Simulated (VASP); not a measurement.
Output of a VASP run:

File OSZICAR:
```
       N       E                     dE             d eps       ncg     rms          rms(c)
DAV:   1    -0.500713608472E+02   -0.50071E+02   -0.25278E-06   476   0.176E-02    0.550E-04
DAV:   2    -0.500713501737E+02    0.10673E-04   -0.31988E-07   464   0.600E-03    0.226E-04
DAV:   3    -0.500713560470E+02   -0.58733E-05   -0.10309E-07   377   0.347E-03    0.184E-04
DAV:   4    -0.500713440545E+02    0.11992E-04   -0.16989E-07   342   0.485E-03    0.825E-05
DAV:   5    -0.500713726372E+02   -0.28583E-04   -0.11127E-06   390   0.112E-02    0.738E-05
DAV:   6    -0.500713586323E+02    0.14005E-04   -0.35378E-07   344   0.599E-03    0.871E-05
DAV:   7    -0.500713478713E+02    0.10761E-04   -0.26015E-07   361   0.578E-03    0.123E-04
DAV:   8    -0.500713535984E+02   -0.57271E-05   -0.60076E-08   340   0.258E-03    0.660E-05
DAV:   9    -0.500713498864E+02    0.37120E-05   -0.45760E-08   340   0.232E-03    0.305E-05
DAV:  10    -0.500713511487E+02   -0.12623E-05   -0.23535E-08   371   0.150E-03    0.212E-05
DAV:  11    -0.500713527751E+02   -0.16264E-05   -0.14229E-08   362   0.137E-03    0.132E-05
DAV:  12    -0.500713522623E+02    0.51280E-06   -0.47119E-09   338   0.776E-04
   1 F= -.50071352E+02 E0= -.50071352E+02  d E =-.287048E-21
```

### OUTCAR
```
------------------------ aborting loop because EDIFF is reached ----------------------------------------
  FORCE on cell =-STRESS in cart. coord.  units (eV):
  Direction    XX          YY          ZZ          XY          YZ          ZX
  --------------------------------------------------------------------------------------
  Total       -1.6673918     -1.6673918     -0.6002278      0.0000000      0.0000000      0.0000000
  in kB       -8.2282149     -8.2282149     -2.9619931      0.0000000      0.0000000      0.0000000
  external PRESSURE =      -6.4728076 kB  Pullay stress =       0.0000000 kB
  volume of cell :      324.67
      direct lattice vectors                 reciprocal lattice vectors
     3.600569781  0.000000000  0.000000000     0.277733820  0.000000000  0.000000000
     0.000000000  3.600569781  0.000000000     0.000000000  0.277733820  0.000000000
     0.000000000  0.000000000 25.043796337     0.000000000  0.000000000  0.039930048
 POSITION                                       TOTAL-FORCE (eV/Angst)
 -----------------------------------------------------------------------------------
      0.00000      1.80028      8.79206         0.000000      0.000000      0.002010
      1.80028      0.00000     11.17604        -0.000000     -0.000000     -0.003642
      0.00000      1.80028     13.86776        -0.000000      0.000000      0.003642
      1.80028      0.00000     16.25173        -0.000000     -0.000000     -0.002010
      0.00000      1.80028     11.24664        -0.000000     -0.000000      0.007993
      1.80028      0.00000      8.62694        -0.000000     -0.000000     -0.005147
      0.00000      1.80028     16.41685         0.000000     -0.000000      0.005147
      1.80028      0.00000     13.79716        -0.000000     -0.000000     -0.007993
 -----------------------------------------------------------------------------------
    total drift:                                0.000000      0.000000      0.000000
  FREE ENERGIE OF THE ION-ELECTRON SYSTEM (eV)
  ---------------------------------------------------
  free  energy   TOTEN  =       -50.0713522623 eV

  energy  without entropy=      -50.0713522623  energy(sigma->0) =      -50.07135226

 total charge

# of ion       s       p       d       tot
------------------------------------------
    1        2.003   0.011   0.000   2.013
    2        2.003   0.011   0.000   2.015
    3        2.003   0.011   0.000   2.015
    4        2.003   0.011   0.000   2.013
    5        1.596   3.631   0.000   5.226
    6        1.594   3.614   0.000   5.209
    7        1.594   3.614   0.000   5.209
    8        1.596   3.631   0.000   5.226
--------------------------------------------------
tot         14.392  14.534   0.000  28.927
```
(Selected blocks of OUTCAR.)

**POSCAR**
```
LiCl(100) slab
1
    3.6005697807     0.0000000000     0.0000000000
    0.0000000000     3.6005697807     0.0000000000
    0.0000000000     0.0000000000    25.0437963367
Li Cl
4 4
Direct
  0.0000000000   0.5000000000   0.3510675643
  0.5000000000   0.0000000000   0.4462598462
  0.0000000000   0.5000000000   0.5537401538
  0.5000000000   0.0000000000   0.6489324357
  0.0000000000   0.5000000000   0.4490788386
  0.5000000000   0.0000000000   0.3444742799
  0.0000000000   0.5000000000   0.6555257201
  0.5000000000   0.0000000000   0.5509211614
```

Reconstruct the remaining input files.

One answer among several that fit: the input of the run itself, r2SCAN meta-GGA, plane waves, VASP's PBE PAW potentials (set 64).

### INCAR
```
! general
SYSTEM =LiCl(100) slab
PREC   =Normal
ENCUT  =450
LREAL  =F
LASPH  =T

! electronic loop
EDIFF  =1E-6
NELM   =100
NELMIN =4
ALGO   =Normal
LMIXTAU=T

! smearing
ISMEAR =0
SIGMA  =0.05

! functional
METAGGA=R2SCAN

! output
LWAVE  =F
LCHARG =F
LORBIT =11
LVHAR  =T

! other
LDIPOL =T
IDIPOL =3
DIPOL  =0.5 0.5 0.5
```

File KPOINTS:
```
K-points
0
gamma
 6 6 1
0 0 0
```

POTCAR, in this order: Li_sv Cl (PBE.64 set). Program: vasp_std. Read from the step before: WAVECAR.

At this cut-off the stress carries a Pulay error, which pulls relaxed volumes low.

The cell is a thin slab with vacuum, built from LiCl (rock salt): (100) face.
